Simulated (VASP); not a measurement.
A cell of Mo (bcc) near equilibrium:

```xyz
1
Lattice="-1.5764 1.5764 1.5764 1.5764 -1.5764 1.5764 1.5764 1.5764 -1.5764" Properties=species:S:1:pos:R:3 pbc="T T T"
Mo     0.0000     0.0000     0.0000
```

The numbers are results of r2SCAN meta-GGA, VASP's PBE PAW potentials (set 64) (plane waves; VASP), not measurements.

```
run               ΔE (meV/atom)     σxx     σyy     σzz  largest shear component, with its sign (GPa)  largest force (eV/Å)
----------------  -------------  ------  ------  ------  --------------------------------------------  --------------------
as it is                    0.0    0.22    0.22    0.22                                          0.00                 0.000
after one change           43.8  -14.12  -14.12  -14.12                                          0.00                 0.000
```
Stress is in GPa, positive when the cell is compressed.

Q: Which change was made?
(A) uniaxial strain of -4.0 % along x
(B) isotropic strain of +2.0 %
(C) isotropic strain of +4.0 %

A: B, isotropic strain of +2.0 %

The compound is Mo in the bcc structure.
